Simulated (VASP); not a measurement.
HfC (relaxed from the wurtzite structure, space group P6_3mc): computed properties

Calculation: PBEsol GGA, VASP's PBE PAW potentials (set 64) (plane waves; VASP).

* **space group**: P6_3mc (186)
* **cell**: a = b = 3.814 Å, c = 4.600 Å, α = β = 90.00°, γ = 120.00°
* **volume per atom**: 14.48 Å³/atom
* **band gap (over mesh and band path)**: none (metal, semimetal or under 0.01 eV)
* **density**: 10.92 g/cm³

```cif
data_C2Hf2
_chemical_formula_sum 'Hf2 C2'
_space_group_name_H-M_alt 'P 1'
_space_group_IT_number 1
_cell_length_a 3.81372
_cell_length_b 3.81372
_cell_length_c 4.59956
_cell_angle_alpha 90.000
_cell_angle_beta 90.000
_cell_angle_gamma 120.000
loop_
_space_group_symop_operation_xyz
  'x, y, z'
loop_
_atom_site_label
_atom_site_type_symbol
_atom_site_fract_x
_atom_site_fract_y
_atom_site_fract_z
_atom_site_occupancy
Hf1 Hf 0.33333 0.66667 0.94151 1
Hf2 Hf 0.66667 0.33333 0.44151 1
C1 C 0.33333 0.66667 0.43349 1
C2 C 0.66667 0.33333 0.93349 1
```

Unless said otherwise, spin-orbit coupling is left out, though it shifts the bands of the heavy elements here.

The structure was generated: HfC was put into the wurtzite type (P6_3mc), which need not be its known phase. It was relaxed first, which changed the volume by -41 %. Symmetry was kept, so distortions that lower it aren't found.
